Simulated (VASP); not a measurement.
Level of theory: vdW-DF-cx, VASP's PBE PAW potentials (set 64) (plane waves; VASP).

VASP ran on this input.

### POSCAR
```
Ni3Si
1
    3.4725249670    -0.0000000000     0.0000000000
   -0.0000000000     3.4725249670    -0.0000000000
    0.0000000000    -0.0000000000     3.4725249670
Si Ni
1 3
Direct
  0.0000000000   0.0000000000   0.0000000000
  0.0000000000   0.5000000000   0.5000000000
  0.5000000000   0.0000000000   0.5000000000
  0.5000000000   0.5000000000   0.0000000000
```

### INCAR
```
SYSTEM = Ni3Si
PREC = Accurate
ENCUT = 520
EDIFF = 1E-7
NELM = 100
ALGO = Normal
LREAL = .FALSE.
LASPH = .TRUE.
ISMEAR = -5
GGA = CX
LUSE_VDW = .TRUE.
AGGAC = 0.0
LMAXMIX = 4
LWAVE = .FALSE.
LCHARG = .TRUE.
LORBIT = 11
NEDOS = 601
ISIF = 2
LEFG = .TRUE.
```

### KPOINTS
```
Regular mesh
0
Gamma
  10 10 10
```

POTCAR, in this order: Si Ni (PBE.64 set). Program: vasp_std.

Predict the energy per atom (σ→0), band gap (on the k-mesh).

```
Property                                                    Result
------------------------  ----------------------------------------
energy per atom (σ→0)                               -3.870 eV/atom
band gap (on the k-mesh)  none (metal, semimetal or under 0.01 eV)
```

**OSZICAR**
```
...
DAV:  11    -0.154799705690E+02    0.44465E-03   -0.68458E-04  3604   0.318E-01    0.551E-02
DAV:  12    -0.154799722340E+02   -0.16650E-05   -0.10459E-04  2546   0.124E-01    0.147E-02
DAV:  13    -0.154799733652E+02   -0.11312E-05   -0.71401E-06  2780   0.188E-02    0.898E-03
DAV:  14    -0.154799737547E+02   -0.38943E-06   -0.49293E-07  2543   0.762E-03    0.349E-03
DAV:  15    -0.154799735327E+02    0.22199E-06   -0.19065E-07  1503   0.638E-03    0.848E-04
DAV:  16    -0.154799736442E+02   -0.11156E-06   -0.24442E-08  1291   0.152E-03    0.325E-04
DAV:  17    -0.154799736095E+02    0.34778E-07   -0.84785E-09  1306   0.108E-03
   1 F= -.15479974E+02 E0= -.15479974E+02  d E =0.000000E+00
```

The compound is Ni3Si in the L1_2 structure. It was relaxed first. The run is not spin-polarised, so no magnetic state was tried.
